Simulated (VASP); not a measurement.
These are PBEsol GGA, VASP's PBE PAW potentials (set 64) (plane waves; VASP 6.6.1) values and carry that method's errors.

A VASP calculation is set up with these files.

INCAR:
```
SYSTEM = Cd4S3Te
PREC = Accurate
ENCUT = 400
EDIFF = 1E-6
NELM = 100
ALGO = Normal
LREAL = .FALSE.
LASPH = .TRUE.
ISMEAR = 1
SIGMA = 0.1
GGA = PS
LMAXMIX = 4
LWAVE = .FALSE.
LCHARG = .FALSE.
IBRION = 2
ISIF = 3
NSW = 60
EDIFFG = -0.02
```

File KPOINTS:
```
Automatic mesh
0
Gamma
8 8 2
0 0 0
```

**POSCAR**
```
Cd4S3Te
1
   -0.0000000000     2.9906565168     2.9906565168
    2.9906565168    -0.0000000000     2.9906565168
   12.0058655929    12.0058655929    -0.0432395256
Cd Te S
4 1 3
Direct
  0.0286446209   0.0286446209   0.9785165343
  0.9734747901   0.9734747901   0.2698939074
  0.9910978698   0.9910978698   0.5066765977
  0.0086740568   0.0086740568   0.7434944574
  0.2429609630   0.2429609630   0.0677792778
  0.2345668337   0.2345668337   0.3240748747
  0.2517546147   0.2517546147   0.5611840389
  0.2688262510   0.2688262510   0.7983803117
```

POTCAR, in this order: Cd Te S (PBE.64 set). Program: vasp_std.

The resulting files:

File OUTCAR:
```
 ion  position               nearest neighbor table
   1  0.029  0.029  0.979-   8 2.50   5 2.74   5 2.74   5 2.74
   2  0.973  0.973  0.270-   6 2.56   6 2.56   6 2.56   5 2.81
   3  0.991  0.991  0.507-   6 2.54   7 2.56   7 2.56   7 2.56
   4  0.009  0.009  0.743-   7 2.53   8 2.56   8 2.56   8 2.56
   5  0.243  0.243  0.068-   1 2.74   1 2.74   1 2.74   2 2.81
   6  0.235  0.235  0.324-   3 2.54   2 2.56   2 2.56   2 2.56
   7  0.252  0.252  0.561-   4 2.53   3 2.56   3 2.56   3 2.56
   8  0.269  0.269  0.798-   1 2.50   4 2.56   4 2.56   4 2.56
  LATTYP: Found a trigonal (rhomboedric) cell.
 ALAT       =    14.1011780682
 COS(alpha) =     0.9550197071
 Subroutine PRICEL returns:
 Original cell was already a primitive cell.
 Subroutine GETGRP returns: Found  6 space group operations
The static configuration has the point symmetry C_3v.
The dynamic configuration has the point symmetry C_3v.
 Subroutine INISYM returns: Found  6 space group operations
 Subroutine IBZKPT returns following result:
 Found     20 irreducible k-points:

 Following reciprocal coordinates:
            Coordinates               Weight
  0.000000  0.000000  0.000000      1.000000
  0.125000  0.000000 -0.000000      6.000000
...
```

### OSZICAR
```
       N       E                     dE             d eps       ncg     rms          rms(c)
DAV:   1     0.436409543875E+03    0.43641E+03   -0.29792E+04  1720   0.123E+03
DAV:   2    -0.664956387573E-01   -0.43648E+03   -0.42866E+03  1930   0.334E+02
DAV:   3    -0.270686918169E+02   -0.27002E+02   -0.26883E+02  2034   0.822E+01
DAV:   4    -0.274474761318E+02   -0.37878E+00   -0.37826E+00  2101   0.920E+00
DAV:   5    -0.274533913943E+02   -0.59153E-02   -0.59136E-02  2003   0.108E+00    0.149E+01
DAV:   6    -0.257054159466E+02    0.17480E+01   -0.43702E+00  2124   0.167E+01    0.116E+01
DAV:   7    -0.256754459840E+02    0.29970E-01   -0.18032E+00  1861   0.585E+00    0.380E+00
DAV:   8    -0.256429161590E+02    0.32530E-01   -0.32928E-01  2050   0.430E+00    0.939E-01
DAV:   9    -0.256421835111E+02    0.73265E-03   -0.35443E-02  1889   0.164E+00    0.354E-01
DAV:  10    -0.256422258813E+02   -0.42370E-04   -0.27154E-03  1893   0.439E-01    0.156E-01
DAV:  11    -0.256423048743E+02   -0.78993E-04   -0.33621E-04  1915   0.149E-01    0.500E-02
DAV:  12    -0.256423256993E+02   -0.20825E-04   -0.59073E-05  2021   0.424E-02    0.239E-02
DAV:  13    -0.256423356566E+02   -0.99573E-05   -0.12717E-05  1798   0.199E-02    0.117E-02
DAV:  14    -0.256423366954E+02   -0.10388E-05   -0.58258E-06  1628   0.144E-02    0.320E-03
DAV:  15    -0.256423368020E+02   -0.10658E-06   -0.71007E-07  1004   0.501E-03
   1 F= -.25642337E+02 E0= -.25642170E+02  d E =-.256423E+02
       N       E                     dE             d eps       ncg     rms          rms(c)
DAV:   1    -0.256499945573E+02   -0.76579E-02   -0.24750E-01  1823   0.352E+00    0.650E-01
DAV:   2    -0.256434439516E+02    0.65506E-02   -0.21619E-02  1836   0.133E+00    0.216E-01
DAV:   3    -0.256428442006E+02    0.59975E-03   -0.18821E-03  1943   0.273E-01    0.191E-01
DAV:   4    -0.256427462412E+02    0.97959E-04   -0.17024E-04  1881   0.719E-02    0.424E-02
DAV:   5    -0.256427268225E+02    0.19419E-04   -0.10027E-04  1994   0.830E-02    0.242E-02
DAV:   6    -0.256427280845E+02   -0.12619E-05   -0.79924E-06  1798   0.193E-02    0.179E-02
DAV:   7    -0.256427284804E+02   -0.39589E-06   -0.18443E-06  1143   0.795E-03
   2 F= -.25642728E+02 E0= -.25642561E+02  d E =-.391678E-03
       N       E                     dE             d eps       ncg     rms          rms(c)
DAV:   1    -0.256429125544E+02   -0.18447E-03   -0.58536E-03  1807   0.540E-01    0.102E-01
DAV:   2    -0.256427601261E+02    0.15243E-03   -0.51412E-04  1833   0.204E-01    0.334E-02
DAV:   3    -0.256427449807E+02    0.15145E-04   -0.44890E-05  1908   0.424E-02    0.294E-02
DAV:   4    -0.256427396968E+02    0.52839E-05   -0.39784E-06  1542   0.109E-02    0.660E-03
DAV:   5    -0.256427382457E+02    0.14511E-05   -0.23620E-06  1089   0.129E-02    0.343E-03
DAV:   6    -0.256427380858E+02    0.15988E-06   -0.33417E-07   890   0.415E-03
   3 F= -.25642738E+02 E0= -.25642571E+02  d E =-.401284E-03
       N       E                     dE             d eps       ncg     rms          rms(c)
DAV:   1    -0.256428773434E+02   -0.13910E-03   -0.35920E-02  1738   0.917E-01    0.766E-02
DAV:   2    -0.256428276601E+02    0.49683E-04   -0.54671E-04  1981   0.159E-01    0.296E-02
DAV:   3    -0.256428181625E+02    0.94976E-05   -0.29446E-05  2005   0.365E-02    0.231E-02
DAV:   4    -0.256428143281E+02    0.38343E-05   -0.42736E-06  1664   0.163E-02    0.840E-03
DAV:   5    -0.256428131738E+02    0.11543E-05   -0.18530E-06  1207   0.979E-03    0.304E-03
DAV:   6    -0.256428129587E+02    0.21515E-06   -0.31790E-07   950   0.387E-03
   4 F= -.25642813E+02 E0= -.25642646E+02  d E =-.748729E-04
```

OUTCAR:
```
------------------------ aborting loop because EDIFF is reached ----------------------------------------
  FORCE on cell =-STRESS in cart. coord.  units (eV):
  Direction    XX          YY          ZZ          XY          YZ          ZX
  --------------------------------------------------------------------------------------
  Total        0.0107990      0.0107990      0.0107990      0.0038628     -0.0038628     -0.0038628
  in kB        0.0806138      0.0806138      0.0806138      0.0288358     -0.0288358     -0.0288358
  external PRESSURE =       0.0806138 kB  Pullay stress =       0.0000000 kB
  volume of cell :      214.63
      direct lattice vectors                 reciprocal lattice vectors
    -0.000000000  2.988507191  2.988507191    -0.167022009  0.167593214  0.167022009
     2.988507191 -0.000000000  2.988507191     0.167593214 -0.167022009  0.167022009
    11.995051104 11.995051104 -0.041022341     0.041612701  0.041612701 -0.041612701
 POSITION                                       TOTAL-FORCE (eV/Angst)
 -----------------------------------------------------------------------------------
     11.82411     11.82411      0.12992         0.000183      0.000183     -0.000183
      6.14464      6.14464      5.80939        -0.010221     -0.010221      0.010221
      9.03920      9.03920      5.90333         0.004230      0.004230     -0.004230
      8.94450      8.94450      0.02102         0.001650      0.001650     -0.001650
      1.53900      1.53900      1.44951        -0.001974     -0.001974      0.001974
      4.59001      4.59001      1.38700         0.004630      0.004630     -0.004630
      7.48416      7.48416      1.48136         0.002614      0.002614     -0.002614
     10.37887     10.37887      1.57516        -0.001111     -0.001111      0.001111
 -----------------------------------------------------------------------------------
    total drift:                               -0.000124     -0.000124      0.000119
  FREE ENERGIE OF THE ION-ELECTRON SYSTEM (eV)
  ---------------------------------------------------
  free  energy   TOTEN  =       -25.6428129587 eV

  energy  without entropy=      -25.6423130232  energy(sigma->0) =      -25.64264631

 reached required accuracy - stopping structural energy minimisation
```
(Selected blocks of OUTCAR.)

File CONTCAR:
```
Cd4S3Te
   1.00000000000000
    -0.0000000000000123    2.9885071906199943    2.9885071906200187
     2.9885071906199943   -0.0000000000000123    2.9885071906200187
    11.9950511037102814   11.9950511037102814   -0.0410223411304294
  Cd              Te              S
     4     1     3
Direct
     0.0284540536971245    0.0284540536971245    0.9786594597021581
     0.9738060242535860    0.9738060242535860    0.2696454817848065
     0.9911497944426264    0.9911497944426264    0.5066376542180311
     0.0086202391426408    0.0086202391426408    0.7435348206430140
     0.2429792455719702    0.2429792455719702    0.0677655658710232
     0.2342815380297430    0.2342815380297430    0.3242888464526958
     0.2516942445488438    0.2516942445488438    0.5612293165133676
     0.2690148603134653    0.2690148603134653    0.7982388547149019
```

The structure was generated: Cd4S3Te was put into an ordered model structure (R3m), which need not be its known phase. This run relaxes it. Symmetry was kept, so distortions that lower it aren't found. The start is the result of an earlier pass.
